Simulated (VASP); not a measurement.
Calculation: PBEsol GGA, VASP's PBE PAW potentials (set 64) (plane waves; VASP).

A VASP calculation is set up with these files.

File KPOINTS:
```
Automatic mesh
0
Gamma
8 8 8
0 0 0
```

INCAR:
```
ALGO = Normal
EDIFF = 1E-6
EDIFFG = -0.01
ENCUT = 520
GGA = PS
IBRION = 2
ISIF = 3
ISMEAR = 0
LASPH = .TRUE.
LCHARG = .FALSE.
LMAXMIX = 4
LREAL = .FALSE.
LWAVE = .FALSE.
NELM = 100
NSW = 60
PREC = Accurate
SIGMA = 0.05
SYSTEM = BBi
```

**POSCAR**
```
BBi
1.0
  3.0160000000   0.0000000000   0.0000000000
  0.0000000000   3.0160000000   0.0000000000
  0.0000000000   0.0000000000   3.0160000000
B Bi
1 1
Cartesian
  0.0000000000   0.0000000000   0.0000000000
  1.5080000000   1.5080000000   1.5080000000
```

POTCAR, in this order: B Bi_d (PBE.64 set). Program: vasp_std.

The resulting files:

**OUTCAR**
```
 ion  position               nearest neighbor table
   1  0.000  0.000  0.000-   2 2.61   2 2.61   2 2.61   2 2.61   2 2.61   2 2.61   2 2.61   2 2.61
  LATTYP: Found a simple cubic cell.
 ALAT       =     3.0160000000
 Subroutine PRICEL returns:
 Original cell was already a primitive cell.
 Subroutine GETGRP returns: Found 48 space group operations
The static configuration has the point symmetry O_h .
The dynamic configuration has the point symmetry O_h .
 Subroutine INISYM returns: Found 48 space group operations
 Subroutine IBZKPT returns following result:
 Found     35 irreducible k-points:

 Following reciprocal coordinates:
            Coordinates               Weight
  0.000000  0.000000  0.000000      1.000000
  0.125000  0.000000  0.000000      6.000000
  0.250000  0.000000  0.000000      6.000000
  0.375000  0.000000  0.000000      6.000000
  0.500000  0.000000  0.000000      3.000000
  0.125000  0.125000  0.000000     12.000000
  0.250000  0.125000  0.000000     24.000000
  0.375000  0.125000  0.000000     24.000000
  0.500000  0.125000  0.000000     12.000000
  0.250000  0.250000  0.000000     12.000000
  0.375000  0.250000  0.000000     24.000000
  0.500000  0.250000  0.000000     12.000000
  0.375000  0.375000  0.000000     12.000000
  0.500000  0.375000  0.000000     12.000000
  0.500000  0.500000  0.000000      3.000000
  0.125000  0.125000  0.125000      8.000000
  0.250000  0.125000  0.125000     24.000000
  0.375000  0.125000  0.125000     24.000000
  0.500000  0.125000  0.125000     12.000000
  0.250000  0.250000  0.125000     24.000000
  0.375000  0.250000  0.125000     48.000000
  0.500000  0.250000  0.125000     24.000000
  0.375000  0.375000  0.125000     24.000000
  0.500000  0.375000  0.125000     24.000000
  0.500000  0.500000  0.125000      6.000000
  0.250000  0.250000  0.250000      8.000000
  0.375000  0.250000  0.250000     24.000000
  0.500000  0.250000  0.250000     12.000000
  0.375000  0.375000  0.250000     24.000000
  0.500000  0.375000  0.250000     24.000000
  0.500000  0.500000  0.250000      6.000000
  0.375000  0.375000  0.375000      8.000000
  0.500000  0.375000  0.375000     12.000000
  0.500000  0.500000  0.375000      6.000000
  0.500000  0.500000  0.500000      1.000000
   k-points           NKPTS =     35   k-points in BZ     NKDIM =     35   number of bands    NBANDS=     13
   number of dos      NEDOS =    301   number of ions     NIONS =      2
   total plane-waves  NPLWV =  13824
   dimension x,y,z NGX =    24 NGY =   24 NGZ =   24
   dimension x,y,z NGXF=    48 NGYF=   48 NGZF=   48
   ions per type =               1   1
   PREC   = accura    normal or accurate (medium, high low for compatibility)
   ISTART =      0    job   : 0-new  1-cont  2-samecut
   ICHARG =      2    charge: 1-file 2-atom 10-const
   ISPIN  =      1    spin polarized calculation?
   LNONCOLLINEAR =      F non collinear calculations
   LSORBIT =      F    spin-orbit coupling
   INIWAV =      1    electr: 0-lowe 1-rand  2-diag
   ENCUT  =  520.0 eV  38.22 Ry    6.18 a.u.   5.61  5.61  5.61*2*pi/ulx,y,z
   NELM   =    100;   NELMIN=  2; NELMDL= -5     # of ELM steps
   EDIFF  = 0.1E-05   stopping-criterion for ELM
   LREAL  =      F    real-space projection
   NLSPLINE    = F    spline interpolate recip. space projectors
   LMAXMIX     =    4 max onsite mixed and CHGCAR
   VOSKOWN=      0    Vosko Wilk Nusair interpolation
   EDIFFG = -.1E-01   stopping-criterion for IOM
   NSW    =     60    number of steps for IOM
   NBLOCK =      1;   KBLOCK =     60    inner block; outer block
   IBRION =      2    ionic relax: 0-MD 1-quasi-New 2-CG
   NFREE  =      1    steps in history (QN), initial steepest desc. (CG)
...
```

OSZICAR:
```
       N       E                     dE             d eps       ncg     rms          rms(c)
DAV:   1     0.126912043071E+03    0.12691E+03   -0.10517E+04   920   0.188E+03
DAV:   2    -0.402331306275E+00   -0.12731E+03   -0.12437E+03   950   0.390E+02
DAV:   3    -0.751083305801E+01   -0.71085E+01   -0.69694E+01  1130   0.923E+01
DAV:   4    -0.766843082284E+01   -0.15760E+00   -0.15734E+00  1033   0.138E+01
DAV:   5    -0.767406253040E+01   -0.56317E-02   -0.56302E-02  1215   0.255E+00    0.269E+00
DAV:   6    -0.727652461603E+01    0.39754E+00   -0.77577E-01  1222   0.101E+01    0.884E-01
DAV:   7    -0.725580213141E+01    0.20722E-01   -0.10122E-01  1122   0.236E+00    0.400E-01
DAV:   8    -0.725075183090E+01    0.50503E-02   -0.48988E-03  1038   0.101E+00    0.395E-02
DAV:   9    -0.725071528310E+01    0.36548E-04   -0.14581E-04  1189   0.160E-01    0.262E-02
DAV:  10    -0.725069659083E+01    0.18692E-04   -0.64883E-05  1120   0.140E-01    0.669E-03
DAV:  11    -0.725069599603E+01    0.59480E-06   -0.34478E-06   993   0.332E-02
   1 F= -.72506960E+01 E0= -.72485912E+01  d E =-.725070E+01
       N       E                     dE             d eps       ncg     rms          rms(c)
DAV:   1    -0.438136806818E+02   -0.36563E+02   -0.16429E+03  1065   0.110E+03    0.340E+01
DAV:   2    -0.124753531753E+02    0.31338E+02   -0.10990E+02  1175   0.139E+02    0.122E+01
DAV:   3    -0.800560893854E+01    0.44697E+01   -0.38379E+01  1101   0.732E+01    0.246E+00
DAV:   4    -0.795776624183E+01    0.47843E-01   -0.73627E-01   955   0.725E+00    0.147E+00
DAV:   5    -0.791609102689E+01    0.41675E-01   -0.16404E-01  1089   0.509E+00    0.435E-01
DAV:   6    -0.790817974491E+01    0.79113E-02   -0.22338E-02  1095   0.244E+00    0.905E-02
DAV:   7    -0.790813824642E+01    0.41498E-04   -0.10536E-03  1166   0.400E-01    0.271E-02
DAV:   8    -0.790813538891E+01    0.28575E-05   -0.64852E-05  1058   0.115E-01    0.325E-03
DAV:   9    -0.790813531180E+01    0.77107E-07   -0.30296E-06   776   0.200E-02
   2 F= -.79081353E+01 E0= -.79072383E+01  d E =-.657439E+00
       N       E                     dE             d eps       ncg     rms          rms(c)
DAV:   1    -0.159841034085E+02   -0.80760E+01   -0.17926E+02  1065   0.192E+02    0.154E+01
DAV:   2    -0.908865437056E+01    0.68954E+01   -0.17173E+01  1100   0.922E+01    0.556E+00
DAV:   3    -0.818251991808E+01    0.90613E+00   -0.31092E+00  1210   0.317E+01    0.783E-01
DAV:   4    -0.819559814901E+01   -0.13078E-01   -0.12118E-01  1319   0.455E+00    0.433E-01
DAV:   5    -0.821306300906E+01   -0.17465E-01   -0.24447E-02  1070   0.167E+00    0.145E-01
DAV:   6    -0.821364490724E+01   -0.58190E-03   -0.99978E-03   935   0.107E+00    0.118E-01
DAV:   7    -0.821346395897E+01    0.18095E-03   -0.22390E-03   938   0.518E-01    0.269E-02
DAV:   8    -0.821350777457E+01   -0.43816E-04   -0.25577E-04   978   0.107E-01    0.561E-03
DAV:   9    -0.821350807177E+01   -0.29720E-06   -0.83038E-06  1061   0.250E-02
   3 F= -.82135081E+01 E0= -.82125334E+01  d E =-.962812E+00
       N       E                     dE             d eps       ncg     rms          rms(c)
DAV:   1    -0.821907464115E+01   -0.55669E-02   -0.15912E-01  1060   0.742E+00    0.389E-01
DAV:   2    -0.821430922688E+01    0.47654E-02   -0.95175E-03  1105   0.187E+00    0.163E-01
DAV:   3    -0.821346841739E+01    0.84081E-03   -0.32803E-03  1369   0.982E-01    0.147E-02
DAV:   4    -0.821347083269E+01   -0.24153E-05   -0.46960E-05  1010   0.839E-02    0.113E-02
DAV:   5    -0.821347309075E+01   -0.22581E-05   -0.25085E-05  1053   0.566E-02    0.323E-03
DAV:   6    -0.821347239940E+01    0.69135E-06   -0.11589E-06   500   0.191E-02
   4 F= -.82134724E+01 E0= -.82125323E+01  d E =-.962776E+00
       N       E                     dE             d eps       ncg     rms          rms(c)
DAV:   1    -0.821720907858E+01   -0.37360E-02   -0.10328E-01  1065   0.591E+00    0.316E-01
DAV:   2    -0.821407846647E+01    0.31306E-02   -0.62416E-03  1105   0.152E+00    0.131E-01
DAV:   3    -0.821353458155E+01    0.54388E-03   -0.21145E-03  1332   0.793E-01    0.119E-02
DAV:   4    -0.821353976056E+01   -0.51790E-05   -0.31535E-05  1025   0.691E-02    0.908E-03
DAV:   5    -0.821354745010E+01   -0.76895E-05   -0.16364E-05  1050   0.454E-02    0.261E-03
DAV:   6    -0.821354737236E+01    0.77747E-07   -0.76839E-07   475   0.151E-02
   5 F= -.82135474E+01 E0= -.82125820E+01  d E =-.749730E-04
       N       E                     dE             d eps       ncg     rms          rms(c)
DAV:   1    -0.821397398784E+01   -0.42654E-03   -0.11657E-02  1065   0.200E+00    0.105E-01
DAV:   2    -0.821362700466E+01    0.34698E-03   -0.69549E-04  1105   0.505E-01    0.440E-02
DAV:   3    -0.821356535170E+01    0.61653E-04   -0.23933E-04  1340   0.266E-01    0.399E-03
DAV:   4    -0.821356510770E+01    0.24400E-06   -0.33170E-06   879   0.226E-02
   6 F= -.82135651E+01 E0= -.82126104E+01  d E =-.927083E-04
       N       E                     dE             d eps       ncg     rms          rms(c)
DAV:   1    -0.821368695158E+01   -0.12160E-03   -0.37134E-03  1060   0.112E+00    0.595E-02
DAV:   2    -0.821357601991E+01    0.11093E-03   -0.22243E-04  1100   0.285E-01    0.248E-02
DAV:   3    -0.821355623148E+01    0.19788E-04   -0.76875E-05  1307   0.151E-01    0.221E-03
DAV:   4    -0.821355600258E+01    0.22890E-06   -0.92401E-07   475   0.128E-02
   7 F= -.82135560E+01 E0= -.82126065E+01  d E =-.836032E-04
```

**OUTCAR**
```
------------------------ aborting loop because EDIFF is reached ----------------------------------------
  FORCE on cell =-STRESS in cart. coord.  units (eV):
  Direction    XX          YY          ZZ          XY          YZ          ZX
  --------------------------------------------------------------------------------------
  Total       -0.0037861     -0.0037861     -0.0037861      0.0000000      0.0000000     -0.0000000
  in kB       -0.1645877     -0.1645877     -0.1645877      0.0000000      0.0000000     -0.0000000
  external PRESSURE =      -0.1645877 kB  Pullay stress =       0.0000000 kB
  volume of cell :       36.86
      direct lattice vectors                 reciprocal lattice vectors
     3.327886874 -0.000000000 -0.000000000     0.300490984  0.000000000  0.000000000
    -0.000000000  3.327886874  0.000000000     0.000000000  0.300490984  0.000000000
    -0.000000000 -0.000000000  3.327886874     0.000000000 -0.000000000  0.300490984
 POSITION                                       TOTAL-FORCE (eV/Angst)
 -----------------------------------------------------------------------------------
     -0.00000     -0.00000      3.32789        -0.000000      0.000000      0.000000
      1.66394      1.66394      1.66394         0.000000     -0.000000      0.000000
 -----------------------------------------------------------------------------------
    total drift:                                0.000000     -0.000000     -0.000000
  FREE ENERGIE OF THE ION-ELECTRON SYSTEM (eV)
  ---------------------------------------------------
  free  energy   TOTEN  =        -8.2135560026 eV

  energy  without entropy=       -8.2116570261  energy(sigma->0) =       -8.21260651

 reached required accuracy - stopping structural energy minimisation
```
(Selected blocks of OUTCAR.)

### CONTCAR
```
BBi
   1.00000000000000
     3.3278868737821465   -0.0000000000000000   -0.0000000000000000
    -0.0000000000000000    3.3278868737821470    0.0000000000000000
    -0.0000000000000000   -0.0000000000000000    3.3278868737821470
  B               Bi
     1     1
Direct
     0.0000000000000000    0.0000000000000000    1.0000000000000000
     0.5000000000000000    0.5000000000000000    0.5000000000000000
```

Energy and stress use the plane-wave basis of the starting cell.

The structure was generated: BBi was put into the CsCl type type (Pm-3m), which need not be its known phase. This run relaxes it. Symmetry was kept, so distortions that lower it aren't found. VASP warned that the highest band is occupied, so more bands are needed.
